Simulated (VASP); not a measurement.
Given:

```xyz
3
Lattice="0.0000 2.7149 2.7149 2.7149 0.0000 2.7149 2.7149 2.7149 0.0000" Properties=species:S:1:pos:R:3 pbc="T T T"
Ce     0.0000     0.0000     0.0000
O      1.3575     1.3575     1.3575
O      4.0724     4.0724     4.0724
```

Method: PBE GGA with D4 dispersion, VASP's PBE PAW potentials (set 64) (plane waves; VASP 6.6.1). Run with 520 eV cut-off, Gaussian smearing of 0.050 eV, potentials Ce O.

Problem. Give the energies of bands 7 to 15 at the high-symmetry points, in eV from the valence-band maximum.

Solution. 
```json
[
 {"band": "7", "Γ": "-3.83", "X": "-3.90", "U": "-3.24", "L": "-2.95", "W": "-2.92"},
 {"band": "8", "Γ": "-3.83", "X": "-1.20", "U": "-1.72", "L": "-2.95", "W": "-2.27"},
 {"band": "9", "Γ": "-3.83", "X": "-1.20", "U": "-1.41", "L": "-1.27", "W": "-1.06"},
 {"band": "10", "Γ": "-0.61", "X": "-0.79", "U": "-1.29", "L": "-1.21", "W": "-1.06"},
 {"band": "11", "Γ": "-0.61", "X": "-0.79", "U": "-0.76", "L": "-0.80", "W": "-0.73"},
 {"band": "12", "Γ": "-0.61", "X": "-0.62", "U": "-0.32", "L": "-0.80", "W": "-0.66"},
 {"band": "13", "Γ": "2.23", "X": "1.95", "U": "1.99", "L": "1.91", "W": "1.98"},
 {"band": "14", "Γ": "2.23", "X": "2.05", "U": "2.08", "L": "2.09", "W": "2.10"},
 {"band": "15", "Γ": "2.23", "X": "2.05", "U": "2.12", "L": "2.09", "W": "2.10"}
]
```

The gap is indirect, 1.91 eV, from the valence maximum at K-Γ at 0.29 to the conduction minimum at L.

The compound is CeO2 in the fluorite structure. It was relaxed first. The run is not spin-polarised, so no magnetic state was tried.
